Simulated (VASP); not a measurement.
Consider the following.

```
HfB2
1.0
    0.00000     3.85549     3.98765
    2.23855     0.00000     3.98765
    2.23855     3.85549     0.00000
B Hf
4 2
Direct
  0.66350   0.33650   0.66350
  0.33650   0.66350   0.33650
  0.58650   0.91350   0.58650
  0.91350   0.58650   0.91350
  0.00000   0.00000   0.00000
  0.25000   0.25000   0.25000
```

All values below come from PBE GGA, VASP's PBE PAW potentials (set 64) (plane waves; VASP 6.6.1). Run with 400 eV cut-off, 6×6×6 Γ-centred mesh, Fermi-Dirac smearing of 0.14 eV, potentials B Hf_pv.

At this cut-off the stress carries a Pulay error, which pulls relaxed volumes low.

Give the force on each atom (eV/Å).

```tsv
atom	Fx	Fy	Fz
B1	0.000	-0.532	0.000
B2	0.000	0.532	0.000
B3	0.000	0.532	0.000
B4	0.000	-0.532	0.000
Hf5	0.000	0.000	0.000
Hf6	0.000	0.000	0.000
```

Give the stress tensor in GPa (positive for a compressed cell).

```
 1.08   0.00   0.00
 0.00   3.37   0.00
 0.00   0.00  17.92
```
The pressure is its mean diagonal, 7.46 GPa.

The structure was generated: HfB2 was put into an ordered model structure, which need not be its known phase. The cell was not relaxed at this level. The k-mesh is coarse (spacing up to 0.30 per Å, 2π included), so the numbers may not be converged in it.
